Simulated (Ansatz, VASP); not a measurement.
## Two plane-wave programs on SiHg3Se

```
Si Se Hg
1.0
     5.52593    0.00000    0.00000
     0.00000    5.52593    0.00000
     0.00000    0.00000    5.52593
Si Se Hg
1 1 3
Direct
  0.00000 0.00000 0.00000
  0.50000 0.50000 0.50000
  0.50000 0.50000 0.00000
  0.50000 0.00000 0.50000
  0.00000 0.50000 0.50000
```

The cell comes from a database or a generator and needn't be the stable form of this composition.

Alike in both runs: task single point; functional PBE; k mesh 4 × 4 × 4; occupations gaussian, width 0.05 eV; no spin polarisation.

|  | VASP | Ansatz |
| --- | --- | --- |
| version | VASP 6.6.1 | Ansatz 0.2.0 |
| potentials or method | VASP PAW PBE potentials, release 64 (Si, Se, Hg) | scalar-relativistic, plane waves, PAW |
| plane-wave cutoff (eV) | 520 | 420 |
| valence electrons in the cell | 46 | 80 |

```csv
,VASP,Ansatz,Ansatz less VASP
gap on the k mesh at the Fermi level (eV),none,none,-
pressure (GPa),-0.6,-0.7,-0.12
```

A gap of «none» marks a metal or a gap that the smearing closes. The two sets of potentials don't hold the same shells in valence.

Spin-orbit coupling is left out, which matters for the levels of Hg.
